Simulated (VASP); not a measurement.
VASP runs on BN (space group P6_3/mmc) share one base input (PBE GGA, plane waves, VASP's PBE PAW potentials (set 64)) and change the settings named in each case.

INCAR:
```
LWAVE = F
LREAL = F   # projection in real space or not
SIGMA = 0.01
ISIF = 2   # forces and stress, cell fixed
SYSTEM = BN
PREC = Accurate
ISMEAR = 0
LASPH = T   # aspherical one-centre terms
NELM = 100
LCHARG = F
ALGO = Normal
ENCUT = 400   # plane-wave cut-off (eV)
EDIFF = 1E-6   # SCF stop (eV)
GGA = PE   # PBE
```

File KPOINTS:
```
Automatic mesh
0
Gamma
15 15 5
0.5 0.5 0.5
```

### POSCAR
```
BN
1
    2.5063930000     0.0000000000     0.0000000000
   -1.2531970000     2.1706000000     0.0000000000
    0.0000000000     0.0000000000     7.3833220000
B N
2 2
Direct
  0.6666670000   0.3333330000   0.7500000000
  0.3333330000   0.6666670000   0.2500000000
  0.0000000000   0.0000000000   0.7500000000
  0.0000000000   0.0000000000   0.2500000000
```

POTCAR, in this order: B N (PBE.64 set). Program: vasp_std.

```json
[
 {"change": "base run", "E(σ→0) (eV/atom)": "-8.7912", "pressure (GPa)": "-1.79", "−TS (eV)": "0.0000"},
 {"change": "KPOINTS 10×10×3 Γ-centred mesh shifted by (0.5, 0.5, 0.5)", "E(σ→0) (eV/atom)": "-8.7914", "pressure (GPa)": "-1.78", "−TS (eV)": "0.0000"},
 {"change": "EDIFF = 1E-02", "E(σ→0) (eV/atom)": "-8.7908", "pressure (GPa)": "-1.70", "−TS (eV)": "0.0000"},
 {"change": "ISYM = 0", "E(σ→0) (eV/atom)": "-8.7912", "pressure (GPa)": "-1.79", "−TS (eV)": "0.0000"},
 {"change": "GGA = 91", "E(σ→0) (eV/atom)": "-8.8253", "pressure (GPa)": "…", "−TS (eV)": "0.0000"},
 {"change": "ISMEAR = -1, SIGMA = 0.5", "E(σ→0) (eV/atom)": "-8.7876", "pressure (GPa)": "…", "−TS (eV)": "…"}
]
```

Some entries are withheld; supply them.

- GGA = 91, pressure (GPa): -2.26
- ISMEAR = -1, SIGMA = 0.5, pressure (GPa): -1.72
- ISMEAR = -1, SIGMA = 0.5, −TS (eV): -0.0428

Energies of different potentials or functionals have different zeros.  At 400 eV the pressure can carry a Pulay error.

Left out are runs that ran out of time, are held back, or changed the cell or the kind of run, fixed moments of cells without a moment, rows past the twelfth, gaps on odd meshes, pressures of charged cells and columns that move by less than the noise.

The structure comes from a computed database's BN entry; how it stands against other phases isn't given here. The cell was not relaxed at this level, its lattice was scaled by up to 2.5 %.
